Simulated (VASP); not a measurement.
Data:

```xyz
2
Lattice="-2.9150 2.9150 1.5900 2.9150 -2.9150 1.5900 2.9150 2.9150 -1.5900" Properties=species:S:1:pos:R:3 pbc="T T T"
Sn     2.9150     0.0000     0.7950
Sn     0.0000     0.0000     0.0000
```

All values below come from PW91 GGA, VASP's PBE PAW potentials (set 64) (plane waves; VASP). Numerical set-up: 520 eV cut-off, 12×12×12 Γ-centred mesh, first-order Methfessel-Paxton smearing of 0.10 eV, potentials Sn_d.

Energy and stress use the plane-wave basis of the starting cell.

**Question.** The ions, cell shape and volume are relaxed. Which structure does the run end with?

**Answer.** 
```xyz
2
Lattice="-2.9655 2.9655 1.6149 2.9655 -2.9655 1.6149 2.9655 2.9655 -1.6149" Properties=species:S:1:pos:R:3 pbc="T T T"
Sn     2.9655     0.0000     0.8074
Sn     5.9311     0.0000     0.0000
```
Space group I4_1/amd (141), at a tolerance of 0.03 Å.

**Question.** How do energy and volume change from the first to the last step?

**Answer.** The energy (σ→0) changes by -11.2 meV/atom and the volume by +5.1 %, in 5 ionic steps.

| step | E(σ→0) (eV) | max force (eV/Å) | pressure (GPa) | volume (Å³) |
|---|---|---|---|---|
| 1 | -7.6399 | 0.000 | 2.68 | 54.04 |
| 2 | -7.6605 | 0.000 | -0.67 | 57.65 |
| 3 | -7.6623 | 0.000 | 0.07 | 56.81 |
| 4 | -7.6622 | 0.000 | -0.06 | 56.89 |
| 5 | -7.6623 | 0.000 | 0.03 | 56.81 |

The compound is Sn in the beta structure. This run relaxes it. Symmetry was kept, so distortions that lower it aren't found.
